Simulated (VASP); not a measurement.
A convergence study with VASP on CaO (rock salt): one setting is varied, all else stays as given below, so the limit is that of these other settings.

```yaml
crystal:
  lattice:
    - [0.00000, 2.40500, 2.40500]
    - [2.40500, 0.00000, 2.40500]
    - [2.40500, 2.40500, 0.00000]
  atoms:
    - { symbol: Ca, position: [0.00000, 0.00000, 0.00000] }
    - { symbol: O, position: [0.50000, 0.50000, 0.50000] }
```

Level of theory: LDA (Ceperley-Alder, Perdew-Zunger), VASP's LDA PAW potentials (set 64) (plane waves; VASP). The tightest run used: 700 eV cut-off, 19×19×19 Γ-centred mesh, tetrahedra with Blöchl corrections, potentials Ca_sv O.

Gaps are read on the run's mesh, which can miss a band edge.

The settings run are 3×3×3 mesh; 4×4×4 mesh; 5×5×5 mesh; 6×6×6 mesh; 7×7×7 mesh; 8×8×8 mesh; 9×9×9 mesh; 10×10×10 mesh; 11×11×11 mesh; 12×12×12 mesh; 13×13×13 mesh; 14×14×14 mesh; 15×15×15 mesh; 16×16×16 mesh; 17×17×17 mesh; 18×18×18 mesh; 19×19×19 mesh. From which on does the energy per atom stay within 0.001 eV/atom of the tightest run?

From 5×5×5 mesh on: it is off by 0.0004 there and by no more than 0.001 in any finer run, while 4×4×4 mesh is off by 0.0024.
| setting | E (eV/atom) | pressure (GPa) | gap on the mesh (eV) | irreducible k-points | difference judged (eV/atom) |
|---|---|---|---|---|---|
| 3×3×3 mesh | -7.0810 | -6.34 | 3.922 | 4 | 0.0167 |
| 4×4×4 mesh | -7.0953 | -6.55 | 3.455 | 8 | 0.0024 |
| 5×5×5 mesh | -7.0973 | -6.58 | 3.646 | 10 | 0.0004 |
| 6×6×6 mesh | -7.0976 | -6.59 | 3.463 | 16 | 0.0001 |
| 7×7×7 mesh | -7.0977 | -6.59 | 3.558 | 20 | 0.0000 |
| 8×8×8 mesh | -7.0977 | -6.59 | 3.463 | 29 | 0.0000 |
| 9×9×9 mesh | -7.0977 | -6.59 | 3.521 | 35 | 0.0000 |
| 10×10×10 mesh | -7.0977 | -6.59 | 3.463 | 47 | 0.0000 |
| 11×11×11 mesh | -7.0977 | -6.59 | 3.502 | 56 | 0.0000 |
| 12×12×12 mesh | -7.0977 | -6.59 | 3.463 | 72 | 0.0000 |
| 13×13×13 mesh | -7.0977 | -6.59 | 3.491 | 84 | 0.0000 |
| 14×14×14 mesh | -7.0977 | -6.59 | 3.463 | 104 | 0.0000 |
| 15×15×15 mesh | -7.0977 | -6.59 | 3.484 | 120 | 0.0000 |
| 16×16×16 mesh | -7.0977 | -6.59 | 3.463 | 145 | 0.0000 |
| 17×17×17 mesh | -7.0977 | -6.59 | 3.479 | 165 | 0.0000 |
| 18×18×18 mesh | -7.0977 | -6.59 | 3.463 | 195 | 0.0000 |
| 19×19×19 mesh | -7.0977 | -6.59 | 3.476 | 220 | 0.0000 |

Left out are rungs that failed or repeat a setting and relaxations that didn't move; long series are thinned to 24 rows.

The compound is CaO in the rock salt structure. The cell was not relaxed at this level.
